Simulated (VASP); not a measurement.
Input of a VASP 6.6.1 run:

The input INCAR:

```
SYSTEM = YCo2
PREC = Accurate ; ENCUT = 520
EDIFF = 1E-6 ; ISMEAR = -1
SIGMA = 0.1 ; LREAL = .False.
LASPH = .True. ; NELM = 100
ALGO = Fast ; ISIF = 2
LWAVE = .False. ; LCHARG = .False.
GGA = PE ; NBANDS = 38
```

The input KPOINTS:

```
Automatic mesh
0
Gamma
  5 4 4
  0.5 0 0
```

Contents of POSCAR:

```
YCo2
1.0
    3.9178220000     -0.1485910000      0.7951120000
   -0.7882300000      5.1018080000     -0.8104180000
    0.3951440000     -0.0016590000      5.0489210000
Y Co
2 4
Direct
    0.2279760000      0.9337390000      0.4796800000
    0.8234900000      0.3820860000      0.6392390000
    0.8720510000      0.9006330000      0.1068890000
    0.4876690000      0.7838630000      0.8355940000
    0.6524650000      0.2799440000      0.1578410000
    0.2161360000      0.4877020000      0.1427110000
```

Potentials or basis: VASP PAW PBE potentials, release 64 (Y_sv, Co).

The run is started by

```bash
$ cat potpaw_PBE.64/Y_sv/POTCAR potpaw_PBE.64/Co/POTCAR > POTCAR
$ mpirun -np 1 vasp_std > vasp.out
```

Estimate the largest force.

1.502 eV/Å.

Estimate the band gap on the k mesh.

none (metal or under the smearing width).

Stress tensor (GPa, compression positive):
```
 2.43  0.24  0.82
 0.24  3.61 -2.24
 0.82 -2.24  4.62
```

Spin polarisation is off, so any magnetic state and its effect on volume and gap are missing.
